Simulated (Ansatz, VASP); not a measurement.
## Two plane-wave programs on Al3Cl

The input INCAR:

```
SYSTEM = Al3Cl
ALGO = Normal
EDIFF = 1E-6
EDIFFG = -0.04
ENCUT = 600
GGA = PE
IBRION = 2
ISIF = 3
ISMEAR = 0
LASPH = .TRUE.
LCHARG = .FALSE.
LREAL = .FALSE.
LWAVE = .FALSE.
NELM = 60
NSW = 90
PREC = Accurate
SIGMA = 0.1
```

File KPOINTS:

```
k-points
0
G
  4 4 4
  0 0 0
```

POSCAR

```
Al3Cl
1.0
    4.9491280400      0.0000000000      0.0000000000
    0.0000000000      4.9491280400      0.0000000000
    0.0000000000      0.0000000000      4.0246758500
Al Cl
3 1
Direct
    0.0000000000      0.0000000000      0.0000000000
    0.5000000000      0.0000000000      0.5000000000
    0.0000000000      0.5000000000      0.5000000000
    0.5000000000      0.5000000000      0.0000000000
```

Input for Ansatz:

```yaml
crystal:
  lattice:
    - [4.94912804, 0.0, 0.0]
    - [0.0, 4.94912804, 0.0]
    - [0.0, 0.0, 4.02467585]
  atoms:
    - { symbol: Al, position: [0.0, 0.0, 0.0] }
    - { symbol: Al, position: [0.5, 0.0, 0.5] }
    - { symbol: Al, position: [0.0, 0.5, 0.5] }
    - { symbol: Cl, position: [0.5, 0.5, 0.0] }
basis:
  ecutwfc: 420
kpoints:
  mp_grid: { grid: [4, 4, 4] }
hamiltonian:
  xc: pbe
scf:
  occupations: { method: gaussian, width: 0.1 }
  lower_state_search: "off"
output:
  forces: true
  stress: true
  eigenvalues: true
relax:
  adjacent_minimum: "off"
  f_tol: 0.04
  max_steps: 70
  cell: { stress_tol: 0.4 }
```

Change from the starting cell: species swapped into the TmMg3 type (P4/mmm, No. 123).

Alike in both runs: task relaxation of cell and atoms; functional PBE; k mesh 4 × 4 × 4; occupations gaussian, width 0.1 eV; no spin polarisation.

|  | VASP | Ansatz |
| --- | --- | --- |
| version | VASP 6.6.1 | Ansatz 0.2.0 |
| potentials or method | VASP PAW PBE potentials, release 64 (Al, Cl) | scalar-relativistic, plane waves, PAW |
| plane-wave cutoff (eV) | 600 | 420 |
| valence electrons in the cell | 16 | 16 |

|  | VASP | Ansatz | Ansatz less VASP |
| --- | --- | --- | --- |
| gap on the k mesh at the Fermi level, each at its own relaxed structure (eV) | none | none | - |
| relaxed volume (Å³/atom) | 18.97 | 19.06 | +0.092 |
| relaxed cell length with the largest relative difference (Å) | 5.153 | 5.167 | +0.0137 |
| energy change over the relaxation (meV/atom) | -303 | -302 | +0.7 |

A gap of «none» marks a metal or a gap that the smearing closes.

Caveats: the k mesh is coarse (spacing up to 0.39 Å⁻¹), so the values aren't converged; the volume moved by over 15 % at a fixed basis, so the end points are rough (VASP).
